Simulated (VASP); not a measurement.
An input for Quantum ESPRESSO's pw.x (written as the equivalent of a VASP run, and not itself run):

```
&CONTROL
  calculation = 'vc-relax'
  pseudo_dir = './pseudo'
  outdir = './out'
  tprnfor = .true.
  tstress = .true.
  nstep = 60
  forc_conv_thr = 0.00039
/
&SYSTEM
  ibrav = 0
  nat = 2
  ntyp = 2
  ecutwfc = 84
  occupations = 'smearing'
  smearing = 'methfessel-paxton'
  degauss = 0.00735
  input_dft = 'pbesol'
/
&ELECTRONS
  conv_thr = 7.3e-08
  electron_maxstep = 100
/
&IONS
/
&CELL
/
ATOMIC_SPECIES
  Mo 95.950 Mo.upf
  As 74.922 As.upf
CELL_PARAMETERS angstrom
     3.0895215   -0.0000000   -0.0000000
     0.0000000    3.0895215   -0.0000000
     0.0000000   -0.0000000    3.0895215
ATOMIC_POSITIONS crystal
  Mo   0.0000000  0.0000000  0.0000000
  As   0.5000000  0.5000000  0.5000000
K_POINTS automatic
  11 11 11 0 0 0
```

Task: Translate this input to VASP (INCAR, KPOINTS, POSCAR, choice of POTCAR).

Result: One answer among several that fit: 
**POSCAR**
```
MoAs
1
    3.0895214763    -0.0000000000    -0.0000000000
    0.0000000000     3.0895214763    -0.0000000000
    0.0000000000    -0.0000000000     3.0895214763
Mo As
1 1
Direct
  0.0000000000   0.0000000000   0.0000000000
  0.5000000000   0.5000000000   0.5000000000
```

INCAR:
```
SYSTEM  =  MoAs
PREC  =  Accurate; ENCUT  =  400; LREAL  =  F
LASPH  =  T
EDIFF  =  1E-6; NELM  =  100; ALGO  =  Normal
LMAXMIX  =  4
ISMEAR  =  1; SIGMA  =  0.1
GGA  =  PS
IBRION  =  2; NSW  =  60; ISIF  =  3
EDIFFG  =  -0.01
LWAVE  =  F; LCHARG  =  F
```

KPOINTS:
```
K-points
0
G
 11 11 11
```

POTCAR, in this order: Mo_sv As (PBE.64 set). Program: vasp_std.

What does not carry over: the potentials are each code's own (VASP's PAW set, PseudoDojo norm-conserving files in pw.x), so ENCUT and ecutwfc are chosen apart and not converted; conv_thr bounds pw.x's estimated SCF error, while EDIFF bounds the energy change between steps; forc_conv_thr acts on force components and is met together with etot_conv_thr.

The structure was generated: MoAs was put into the CsCl type type (Pm-3m), which need not be its known phase. This run relaxes it. Symmetry was kept, so distortions that lower it aren't found. The start is the result of an earlier pass.
